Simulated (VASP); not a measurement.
Given:

```
LiCl
1.0
    0.00000     2.62140     2.62140
    2.62140     0.00000     2.62140
    2.62140     2.62140     0.00000
Li Cl
1 1
Cartesian
  0.00000   0.00000   0.00000
  2.62140   2.62140   2.62140
```

The numbers are results of PBE GGA, VASP's PBE PAW potentials (set 64) (plane waves; VASP), not measurements. Settings: 520 eV cut-off, 7×7×7 Γ-centred mesh, Gaussian smearing of 0.050 eV, potentials Li_sv Cl.

Question: Estimate the energy per atom (σ→0), pressure, band gap (on the k-mesh) with the smallest direct gap where there is one.

Answer: 
```yaml
band gap (on the k-mesh): 5.98 eV
smallest direct gap (on the k-mesh): 5.98 eV
energy per atom (σ→0): -3.688 eV/atom
pressure: -16.1 kbar
```

The compound is LiCl in the rock salt structure. The cell was not relaxed at this level.
